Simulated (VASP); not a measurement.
Input:

```xyz
6
Lattice="4.6449 0.0000 0.0000 0.0000 4.6449 0.0000 0.0000 0.0000 3.0690" Properties=species:S:1:pos:R:3 pbc="T T T"
Mg     4.6449     0.0000     0.0000
Mg     2.3225     2.3225     1.5345
F      1.4064     1.4064     3.0690
F      3.7289     0.9161     1.5345
F      0.9161     3.7289     1.5345
F      3.2386     3.2386     0.0000
```

The numbers are results of rev-vdW-DF2, VASP's PBE PAW potentials (set 64) (plane waves; VASP 6.6.1), not measurements. Settings: 520 eV cut-off, 6×6×8 Γ-centred mesh, tetrahedra with Blöchl corrections, potentials Mg F.

Task: Estimate the energy per atom (σ→0), band gap (on the k-mesh) with the smallest direct gap where there is one.

Result: 
- band gap (on the k-mesh) = 6.98 eV
- smallest direct gap (on the k-mesh) = 6.98 eV
- energy per atom (σ→0) = -3.841 eV/atom

Total energies compare only between runs with the same potentials, cut-off and functional.

The compound is MgF2 in the rutile structure. It was relaxed first.
